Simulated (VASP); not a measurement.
Consider the following.

```xyz
4
Lattice="4.0277 0.0000 0.0000 0.0000 4.0277 0.0000 0.0000 0.0000 4.0277" Properties=species:S:1:pos:R:3 pbc="T T T"
Sc     0.0000     0.0000     0.0000
Al     0.0000     2.0138     2.0138
Al     2.0138     0.0000     2.0138
Al     2.0138     2.0138     0.0000
```

These are AM05 GGA, VASP's PBE PAW potentials (set 64) (plane waves; VASP) values and carry that method's errors. Run with 520 eV cut-off, 8×8×8 Γ-centred mesh, first-order Methfessel-Paxton smearing of 0.10 eV, potentials Sc_sv Al.

Give the stress tensor in GPa (positive for a compressed cell).

```
3.15  0.00  0.00
0.00  3.15  0.00
0.00  0.00  3.15
```
The pressure is its mean diagonal, 3.15 GPa.

The compound is Al3Sc in the L1_2 structure. This cell is one point of a volume scan, at 0.97 of the reference volume.
